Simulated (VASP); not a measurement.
Shape and ions are relaxed at each volume.

Energy against volume of CdS (wurtzite). All values below come from LDA (Ceperley-Alder, Perdew-Zunger), VASP's LDA PAW potentials (set 64) (plane waves; VASP 6.6.1).

| V (Å³/atom) | E (eV/atom) |
|---|---|
| 22.600 | -3.68324 |
| 23.321 | -3.69906 |
| 24.043 | -3.70402 |
| 24.764 | -3.69984 |
| 25.485 | -3.68792 |

Problem. Fit a third-order Birch-Murnaghan equation of state.

Solution. 
| Quantity | Result |
|---|---|
| volume per atom | 24.05 Å^3/atom |
| bulk modulus | 67.5 GPa |
| pressure derivative of the bulk modulus | 4.67 |

Measured: bulk modulus 60.7 GPa (computed value off by +11.2 %), as given by Cormac Toher et al., Physical Review Materials (2017), arXiv:1611.05714. The calculation is for a static lattice, while the measured bulk modulus holds thermal and zero-point effects, which are part of the difference.

The compound is CdS in the wurtzite structure. It was relaxed first.
